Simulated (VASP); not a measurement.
The system is Mg6AlFe.

```xyz
8
Lattice="4.9023 0.0000 0.0000 0.0000 2.9994 5.3202 0.0000 -2.9994 5.3202" Properties=species:S:1:pos:R:3 pbc="T T T"
Fe    2.4512    0.0000    7.2167
Al    0.0000    0.0000    8.7221
Mg    2.4512    0.0000    1.8000
Mg    2.4512    1.5204    4.4366
Mg    2.4512   -1.5204    4.4366
Mg    0.0000    0.0000    3.5186
Mg    0.0000    1.4564    6.2155
Mg    0.0000   -1.4564    6.2155
```

The cell comes from a database or a generator and needn't be the stable form of this composition.

| Quantity | Value |
| --- | --- |
| Program | VASP 6.6.1 |
| Task | single point |
| Functional | PBE |
| Potentials or basis | VASP PAW PBE potentials, release 64 (Fe, Al, Mg) |
| Cutoff | 520 eV |
| k mesh | 6 × 5 × 5 |
| Occupations | fermi-dirac, width 0.05 eV |
| Spin | collinear spin, ferromagnetic start |
| Starting moments | [3.0, 0.0, 0.0, 0.0, 0.0, 0.0, 0.0, 0.0] μB |

On this cell: pressure 0.0 GPa; largest force 0.131 eV/Å; net moment 2.10 μB per cell; site moments Fe +2.48; Al -0.02; Mg -0.01, +0.01, -0.02 μB; band gap on the k mesh none (metal or under the smearing width).

The same run follows on a disturbed copy (atoms moved at random, drawn with an rms of 0.05 Å):

```
Fe Al Mg
1.0
     4.90234    0.00000    0.00000
     0.00000    2.99940    5.32020
     0.00000   -2.99940    5.32020
Fe Al Mg
1 1 6
Direct
  0.50365 0.67716 0.68251
  0.00688 0.82210 0.82048
  0.50727 0.16586 0.17301
  0.49297 0.66668 0.15725
  0.50717 0.16704 0.66327
  0.99737 0.33055 0.33793
  0.00456 0.82516 0.34712
  0.00418 0.32159 0.83876
```

Question: What changes?

Answer: The energy (extrapolated to zero smearing) moves by +6.2 meV/atom; pressure 0.1 GPa; largest force 0.454 eV/Å; net moment 2.12 μB per cell; site moments Fe +2.49; Al -0.02; Mg -0.01, +0.01, -0.02 μB; band gap on the k mesh none (metal or under the smearing width).

Forces on the atoms (eV/Å):
```
Fe   0.009  0.007 -0.028
Al  -0.069 -0.129 -0.264
Mg  -0.119 -0.002 -0.129
Mg   0.175  0.090  0.174
Mg  -0.100 -0.175  0.117
Mg   0.103  0.114 -0.134
Mg  -0.054 -0.273  0.004
Mg   0.054  0.368  0.261
```

Stress tensor (GPa, compression positive):
```
 0.10  0.11  0.03
 0.11  0.86 -0.40
 0.03 -0.40 -0.66
```
